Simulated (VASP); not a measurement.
Wanted: the native input for a VASP 6.6.1 run.

* Task: band structure
* Functional: PBE
* Potentials or basis: VASP PAW PBE potentials, release 64 (Gd, N)
* Cutoff: 520 eV
* k mesh: 10 × 10 × 10
* Occupations: fermi-dirac, width 0.05 eV
* Spin: collinear spin, ferromagnetic start
* Starting moments: [7.0, 0.0] μB
* Hubbard terms: Gd f U = 10 eV
* Further INCAR settings: ALGO = Normal; EDIFF = 1e-07

The structure of GdN lies in POSCAR:

```
GdN
1.0
    0.0000000000      2.5350000000      2.5350000000
    2.5350000000      0.0000000000      2.5350000000
    2.5350000000      2.5350000000      0.0000000000
Gd N
1 1
Direct
    0.0000000000      0.0000000000      0.0000000000
    0.5000000000      0.5000000000      0.5000000000
```

The cell comes from a database or a generator and needn't be the stable form of this composition.

The input as run:

INCAR

```
SYSTEM = GdN
  PREC = Accurate
  ENCUT = 520
  EDIFF = 1E-7
  ISMEAR = -1
  SIGMA = 0.05
  LREAL = .FALSE.
  LASPH = .TRUE.
  NELM = 100
  ALGO = Normal
  ISIF = 2
  LWAVE = .FALSE.
  LCHARG = .FALSE.
  ISPIN = 2
  MAGMOM = 7 0
  LORBIT = 11
  LMAXMIX = 6
  LDAU = .TRUE.
  LDAUTYPE = 2
  LDAUL = 3 -1
  LDAUU = 10 0
  LDAUJ = 0 0
  LDAUPRINT = 1
  GGA = PE
```

KPOINTS

```
regular mesh
0
G
  10 10 10
  0 0 0
```

KPOINTS_OPT

```
path GXWKGLUWLK,UX
20
line-mode
reciprocal
 0.0000000000  0.0000000000  0.0000000000  G
 0.5000000000  0.0000000000  0.5000000000  X

 0.5000000000  0.0000000000  0.5000000000  X
 0.5000000000  0.2500000000  0.7500000000  W

 0.5000000000  0.2500000000  0.7500000000  W
 0.3750000000  0.3750000000  0.7500000000  K

 0.3750000000  0.3750000000  0.7500000000  K
 0.0000000000  0.0000000000  0.0000000000  G

 0.0000000000  0.0000000000  0.0000000000  G
 0.5000000000  0.5000000000  0.5000000000  L

 0.5000000000  0.5000000000  0.5000000000  L
 0.6250000000  0.2500000000  0.6250000000  U

 0.6250000000  0.2500000000  0.6250000000  U
 0.5000000000  0.2500000000  0.7500000000  W

 0.5000000000  0.2500000000  0.7500000000  W
 0.5000000000  0.5000000000  0.5000000000  L

 0.5000000000  0.5000000000  0.5000000000  L
 0.3750000000  0.3750000000  0.7500000000  K

 0.6250000000  0.2500000000  0.6250000000  U
 0.5000000000  0.0000000000  0.5000000000  X
```

Potentials or basis: VASP PAW PBE potentials, release 64 (Gd, N).

Launch:

```bash
$ cat potpaw_PBE.64/Gd/POTCAR potpaw_PBE.64/N/POTCAR > POTCAR
$ mpirun -np 1 vasp_std > vasp.out
```

Results of the run:

```json
{
  "Pressure": "-4.6 GPa",
  "Band gap along the path": "none (metal or under the smearing width)",
  "Net moment": "7.00 μB per cell",
  "Site moments": "Gd +6.89; N -0.12 μB",
  "Valence electrons inside the program's atomic spheres": "Gd 15.18; N 3.61"
}
```

Caveat: spin-orbit coupling is left out, which moves the levels of the heavy elements; a cell with one magnetic atom can't hold antiferromagnetic order, which such compounds often take.

Wall time 2.6 min on 1 thread of Intel(R) Xeon(R) 6975P-C (Granite Rapids), on a shared host, peak memory 0.25 GiB.
